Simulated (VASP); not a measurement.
**Te (space group P3_121): computed properties**

Computed with SCAN meta-GGA, VASP's PBE PAW potentials (set 64) (plane waves; VASP).

```
Quantity                                                                                                                 Value
-----------------------------------------------  -----------------------------------------------------------------------------
space group                                                                                                       P3_121 (152)
cell                                             a = 4.4543 Å, b = 4.4543 Å, c = 5.9415 Å, α = 90.00°, β = 90.00°, γ = 120.00°
volume per atom                                                                                                  34.03 Å³/atom
band gap (over mesh and band path)                                                                                     0.20 eV
smallest direct gap (over mesh and band path)                                                                          0.21 eV
band-edge character without spin-orbit coupling                                                     indirect, L-H at 0.80 to H
band gap with spin-orbit coupling                                                                                      0.01 eV
density                                                                                                             6.23 g/cm³
```

Te has the trigonal space group P3₁21 (No. 152), Pearson symbol hP3. Lattice parameters: a = b = 4.4543 Å, c = 5.9415 Å, α = β = 90.00°, γ = 120.00°. Te on 3a has 2 Te at 2.864 Å and 4 Te at 3.476 Å (octahedral). (Neighbours: up to the widest gap in distance over summed covalent radii, below 1.35, at either atom.)

The path is coarsely sampled, so an indirect gap can come out somewhat too large. Unless said otherwise, spin-orbit coupling is left out, though it shifts the bands of the heavy elements here.

The structure comes from a measured Te entry (P3_121) of the Crystallography Open Database, whose conditions weren't checked. It was relaxed first. Symmetry was kept, so distortions that lower it aren't found.
